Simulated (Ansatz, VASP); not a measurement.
## Sr2H6Os in two plane-wave programs

One calculation is typed for both programs; each brings its own data sets. How far apart do they land? The cell is taken from a series of runs on this material, whose earlier steps may have relaxed, scaled, displaced or heated it; both programs get it as it stands.

Main program and level: Ansatz 0.2.0; plane waves, with VASP 6.6.1 beside it; dielectric response at PBEsol.

## (1) Starting point

It takes space group Fm-3m (No. 225, cubic). Conventional cell: a = 7.625 Å, b = 7.625 Å, c = 7.625 Å, α = 90.00°, β = 90.00°, γ = 90.00°. Sr has 12 H at 2.70 Å nearest. H has 1 Os at 1.72 Å and 4 H at 2.44 Å and 4 Sr at 2.70 Å nearest. Os has 6 H at 1.72 Å nearest. Farther neighbours are not listed.

## (2) Ansatz: dielectric response, PBEsol

Ansatz runs on its default PAW (the set named soft_2) files.

The response to a field tests empty states and converges slowly with the mesh.

input.yaml

```yaml
crystal:
  lattice:
    - [0.0, 3.81227783, 3.81227783]
    - [3.81227783, 0.0, 3.81227783]
    - [3.81227783, 3.81227783, 0.0]
  atoms:
    - { symbol: Sr, position: [0.75, 0.75, 0.75] }
    - { symbol: Sr, position: [0.25, 0.25, 0.25] }
    - { symbol: H, position: [0.77384759, 0.77384759, 0.22615241] }
    - { symbol: H, position: [0.22615241, 0.77384759, 0.22615241] }
    - { symbol: H, position: [0.77384759, 0.22615241, 0.22615241] }
    - { symbol: H, position: [0.22615241, 0.22615241, 0.77384759] }
    - { symbol: H, position: [0.77384759, 0.22615241, 0.77384759] }
    - { symbol: H, position: [0.22615241, 0.77384759, 0.77384759] }
    - { symbol: Os, position: [0.0, 0.0, 0.0] }
kpoints:
  mp_grid: { grid: [6, 6, 6] }
hamiltonian:
  xc: pbesol
scf:
  occupations: { method: fixed }
dielectric: {}
```

The run is started by

```sh
$ ansatz run input.yaml --threads 4 --pin off --max-ram 7372MiB --backend cpu --events-out ev --progress --plain --runs-dir out
```

Numbers of over 12 decimals in the logs are rounded to 6 here.

Log:

```text
Engine: ansatz 0.2.0, x86_64-unknown-linux-gnu
Pseudopotentials: kind: paw
Pseudopotential: Sr, paw, valence charge 10, recommended cutoff 420 eV (normal), Sr.paw.azcp
Pseudopotential: H, paw, valence charge 1, recommended cutoff 420 eV (normal), H.paw.azcp
Pseudopotential: Os, paw, valence charge 16, recommended cutoff 420 eV (normal), Os.paw.azcp
Functional definition: PBEsol
  exchange = pbesol_x
  correlation = pbesol_c
Crystal: 9 atoms, lattice volume = 110.811 Å³
Basis set: ecut = 420 eV, 2109 PW (Γ), exchange–correlation on 80×80×80 points (8 copies of the dense FFT grid, shifted against one another)
Bands: 30, of which v1, the nominal top of the filled ones, is band 21 counted from 1 (20 counted from 0)
Symmetry: 48 space group operations
k-points: 30 of 216 (irreducible under 8 space group operations, time reversal used)
Non-local potential: Sr, projectors of the file, l = 0: 3, l = 1: 2, l = 2: 2
Non-local potential: H, projectors of the file, l = 0: 2, l = 1: 1
Non-local potential: Os, projectors of the file, l = 0: 3, l = 1: 2, l = 2: 2, l = 3: 1
PAW form: soft (Blöchl's): semilocal exchange-correlation on the pseudo side does not see the compensation charge
PAW frozen core: Sr, regenerated for the run's functional, and the local potential with it (the file was generated under x = pbe(κ = 0.804, μ = 0.219515), c = pbe(β = 0.066725))
PAW frozen core: Os, regenerated for the run's functional, and the local potential with it (the file was generated under x = pbe(κ = 0.804, μ = 0.219515), c = pbe(β = 0.066725))
PAW one-centre angular grid: Sr, 110 points (default); XC on 64 Gauss nodes
PAW one-centre angular grid: H, 110 points (default); XC on 64 Gauss nodes
PAW one-centre angular grid: Os, 590 points (default); XC on 64 Gauss nodes
Initial density: superposition of atomic densities (neutral atoms: chi_scale 0, normalization atom), corrected by the library's trained network
Initial wavefunctions: pseudopotential atomic-orbital guess
Functional: x = pbesol(κ = 0.804, μ = 0.123457), c = pbesol(β = 0.046)
SCF iter   1: F=—  HF=-18334.818727 eV  |F-HF|=—  |Δ(HF+E_count)|=         —  Δρ=7.20e-3  dr2=4.15e-2  ethr=1.77e-3  ⟨swp⟩=5.1  Hψ=3823  notcnv=0  defer=165
preconditioner: auto → none  [insulator: Δε(μ)=2.359 eV  Ē_g=13.081 eV  n_scr=14 (ndim 8)  ℏωp=19.3 eV  f_vac=0.024  ε∞_Penn≈3.2]
SCF iter   2: F=—  HF=-18334.817292 eV  |F-HF|=—  |Δ(HF+E_count)|=   1.43e-3  Δρ=4.07e-3  dr2=3.79e-2  ethr=9.88e-5  ⟨swp⟩=2.0  Hψ=1471  notcnv=0  defer=210
SCF iter   3: F=—  HF=-18334.813729 eV  |F-HF|=—  |Δ(HF+E_count)|=   3.56e-3  Δρ=3.03e-3  dr2=1.80e-2  ethr=9.02e-5  ⟨swp⟩=2.6  Hψ=1143  notcnv=0  defer=209
SCF iter   4: F=—  HF=-18334.810788 eV  |F-HF|=—  |Δ(HF+E_count)|=   2.94e-3  Δρ=1.02e-3  dr2=2.19e-3  ethr=4.30e-5  ⟨swp⟩=2.0  Hψ=1053  notcnv=0  defer=205
SCF iter   5: F=—  HF=-18334.810405 eV  |F-HF|=—  |Δ(HF+E_count)|=   3.83e-4  Δρ=1.44e-4  dr2=1.97e-5  ethr=5.21e-6  ⟨swp⟩=2.0  Hψ=1088  notcnv=0  defer=185
SCF iter   6: F=—  HF=-18334.810382 eV  |F-HF|=—  |Δ(HF+E_count)|=   2.31e-5  Δρ=2.02e-5  dr2=3.95e-7  ethr=4.68e-8  ⟨swp⟩=2.0  Hψ=1044  notcnv=0  defer=124
SCF iter   7: F=—  HF=-18334.810386 eV  |F-HF|=—  |Δ(HF+E_count)|=   4.19e-6  Δρ=2.72e-6  dr2=8.45e-9  ethr=9.40e-10  ⟨swp⟩=2.4  Hψ=1409  notcnv=0  defer=119
SCF iter   8: F=—  HF=-18334.810386 eV  |F-HF|=—  |Δ(HF+E_count)|=   4.04e-9  Δρ=3.13e-7  dr2=2.26e-10  ethr=2.01e-11  ⟨swp⟩=2.0  Hψ=1281  notcnv=0  defer=119
SCF iter   9: F=-18334.810386 eV  HF=-18334.810386 eV  |F-HF|=0.00e0  |Δ(HF+E_count)|=  4.73e-11  Δρ=4.18e-8  dr2=3.21e-12  ethr=1.00e-12  ⟨swp⟩=12.7  Hψ=4646  notcnv=0
SCF 1 converged in 9 iterations: F = -18334.810386 eV  dr2 = 3.21e-12
  greatest PAW one-centre occupation: 1.000 electrons in one spin orbital (limit 2), on the Os atom at site 8 (counted from 0), in its partial waves of l = 0
NSCF: frozen V_eff on 2 k-points
DFPT response loops at Γ: preconditioner auto → none (the input reference at scf.mixing.eps_inf says where Resta's filter doesn't serve); β = 0.50; Broyden in place of MSR1
── the response to a field inside a basis, on 6×6×6 k-points: an SCF that follows is theirs, and a resumed run solves both again ──
Bands: 22, of which v1, the nominal top of the filled ones, is band 21 counted from 1 (20 counted from 0)
k-points: 28 of 216 (irreducible under 12 space group operations)
Initial density: handed on by an earlier stage of this run
Initial wavefunctions: pseudopotential atomic-orbital guess (no wavefunctions were taken with the density)
Eigensolver: Dense (28 Hₖ)
SCF iter   1: F=—  HF=-18334.797490 eV  |F-HF|=—  |Δ(HF+E_count)|=         —  Δρ=1.93e-4  dr2=7.76e-6  ethr=1.00e-1
preconditioner: auto → none  [insulator: Δε(μ)=2.405 eV  Ē_g=10.861 eV  n_scr=14 (ndim 8)  ℏωp=19.3 eV  f_vac=0.016  ε∞_Penn≈4.2]
SCF iter   2: F=—  HF=-18334.797495 eV  |F-HF|=—  |Δ(HF+E_count)|=   5.14e-6  Δρ=9.34e-5  dr2=1.86e-6  ethr=1.85e-8
SCF iter   3: F=—  HF=-18334.797498 eV  |F-HF|=—  |Δ(HF+E_count)|=   2.87e-6  Δρ=4.23e-5  dr2=4.52e-6  ethr=4.43e-9  recentre
SCF iter   4: F=-18334.797497 eV  HF=-18334.797497 eV  |F-HF|=3.89e-8  |Δ(HF+E_count)|=   7.78e-7  Δρ=7.98e-6  dr2=6.93e-8  ethr=4.43e-9
SCF 1 converged in 4 iterations: F = -18334.797497 eV  dr2 = 6.93e-8
DFPT response loops at Γ: mixed as the last ones told, above
SCF converged after 9 iterations
Free energy (F): -18334.810386 eV
Harris-Foulkes:  -18334.810386 eV  (|F-HF|=0.00e0)
Internal energy: -18334.810386 eV  (E = F + TS)
E sigma→0 (E₀):  -18334.810386 eV
Fermi energy:    6.877571 eV
--- Per-component energies (eV) ---
  E_band       = -504.218569
  E_kinetic    = 1134.538193
  E_local      = -3428.599384  (includes V_loc(G=0)·N_el)
  E_nonlocal   = 416.424130
  E_hartree    = 1175.621994
  E_xc         = -663.339198
  E_vxc        = -678.199351  (∫ρ·V_xc dr)
  E_paw        = -14172.075418  (= ΣΔE_a)
  E_vpaw       = -299.619368  (= ΣTr[D̂ρ^β])
  E_aug_tail   = -0.006712  (compensation charges beyond the density's cutoff)
  E_ewald      = -2797.890620
  E_core_change = 0.516628  (= ΣΔE_core)
  E_smearing   = -0.000000  (= −TS)
  E_closure    = -0.000000  (closes the sum)
  Σ components = -18334.810386   (vs F -18334.810386, Δ=0.00e0)
--- Band table (eV; the first three rows and the last of 30) ---
  k-point 0: bands = [... 17 lower, 4.4975, 6.8776, 6.8776, 6.8776, 10.7714, 10.9090, 10.9090, 14.2294, ... 5 higher]
  k-point 1: bands = [... 17 lower, 4.6677, 6.7893, 6.8578, 6.8578, 10.8749, 10.8749, 11.3367, 12.7471, ... 5 higher]
  k-point 2: bands = [... 17 lower, 5.0268, 6.5939, 6.8111, 6.8111, 10.8820, 10.8820, 11.3242, 12.1570, ... 5 higher]
  k-point 29: bands = [... 17 lower, 5.1621, 6.4848, 6.7476, 6.8230, 9.4450, 10.5552, 11.0200, 11.3185, ... 5 higher]
--- Dielectric response (ions clamped): 3 representative field directions + reference, inside a basis on a mesh of 216 k-points (Σ response iterations 12) ---
  ε∞ (high-frequency dielectric tensor):
        4.364545    -0.000000    -0.000000
       -0.000000     4.364545     0.000000
       -0.000000     0.000000     4.364545
  Born effective charges Z* (e; rows j = field, columns β = displacement):
    site 0:
         2.25315   -0.00000    0.00000
         0.00000    2.25315   -0.00000
         0.00000   -0.00000    2.25315
    site 1:
         2.25315    0.00000   -0.00000
         0.00000    2.25315   -0.00000
        -0.00000    0.00000    2.25315
    site 2:
         0.03126    0.00000    0.00000
        -0.00000    0.03126   -0.00000
        -0.00000   -0.00000   -0.88933
    site 3:
         0.03126    0.00000    0.00000
         0.00000   -0.88933   -0.00000
        -0.00000   -0.00000    0.03126
    site 4:
        -0.88933    0.00000    0.00000
        -0.00000    0.03126   -0.00000
        -0.00000   -0.00000    0.03126
    site 5:
         0.03126    0.00000    0.00000
        -0.00000    0.03126   -0.00000
        -0.00000   -0.00000   -0.88933
    site 6:
         0.03126    0.00000    0.00000
         0.00000   -0.88933   -0.00000
        -0.00000   -0.00000    0.03126
    site 7:
        -0.88933    0.00000    0.00000
        -0.00000    0.03126   -0.00000
        -0.00000   -0.00000    0.03126
    site 8:
        -2.85266   -0.00000   -0.00000
        -0.00000   -2.85266    0.00000
         0.00000   -0.00000   -2.85266
  Z* charge neutrality: 3.374e-3 e pre-enforcement
  solved inside a basis spanned on kpoints, on 6×6×6 k-points, its susceptibility summed on 10×10×10: ε∞ is read to err by 1.2e-2, Z* by 1.8e-2 e (field_mesh: kpoints solves on kpoints); Z* is corrected for what the basis lacks
```

[end of part 1 of 2]

[Lines on the potential files, build, host, timing and source positions are cut from VASP's logs without a mark.]

[Logs are printed without paths, hosts, clocks, repeated set-up lines and the standing remarks that a program may print on its own settings, such as how far it seeks lower states.]

[Hosts, paths, dates, database ids (printed as entryN), source tags and the programs' standing remarks are cut or masked in the printed files.]
